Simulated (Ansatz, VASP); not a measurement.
LiBe in VASP and in Ansatz

```xyz
4
Lattice="2.2960 0.0000 0.0000 0.0000 3.6128 0.0000 -0.4017 0.0000 5.5135" Properties=species:S:1:pos:R:3 pbc="T T T"
Li    1.6296    0.9032    0.8538
Li    0.2647    2.7096    4.6597
Be    1.5053    0.9032    3.1767
Be    0.3890    2.7096    2.3368
```

The cell comes from a database or a generator and needn't be the stable form of this composition.

Alike in both runs: task single point; functional LDA; k mesh 10 × 6 × 4; no spin polarisation.

|  | VASP | Ansatz |
| --- | --- | --- |
| version | VASP 6.6.1 | Ansatz 0.2.0 |
| potentials or method | VASP PAW LDA potentials, release 64 (Li_sv, Be) | plane waves, PAW |
| plane-wave cutoff (eV) | 520 | 420 |
| occupations | methfessel-paxton of order 1, width 0.05 eV | cold, width 0.05 eV |
| valence electrons in the cell | 10 | 10 |

```csv
,VASP,Ansatz,Ansatz less VASP
rms of the force components (eV/Å),0.052,0.055,+0.0033
```

Atom by atom the forces differ by 0.003 eV/Å (rms over components).
